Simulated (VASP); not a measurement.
Energy against volume of MgS (rock salt). Computed with vdW-DF2, VASP's PBE PAW potentials (set 64) (plane waves; VASP 6.6.1).

```csv
V (Å³/atom),E (eV/atom)
17.388,-2.61312
17.943,-2.62555
18.498,-2.62957
19.052,-2.62635
19.607,-2.61694
```

### Question
Fit a third-order Birch-Murnaghan equation of state.

### Answer

| Item | Result |
|---|---|
| volume per atom | 18.51 Å³/atom |
| bulk modulus | 69.1 GPa |
| pressure derivative of the bulk modulus | 4.12 |
| lattice constant a | 9.998 bohr |

Measured: bulk modulus 81.0 GPa at 0 K (computed value off by -14.7 %), a 5.188 Å at 0 K (computed value off by +2.0 %), as given by Tamar Goldzak et al., The Journal of Chemical Physics (2022), arXiv:2208.04865 [corrected for zero-point motion].

The compound is MgS in the rock salt structure. It was relaxed first, which changed the volume by +5 %.
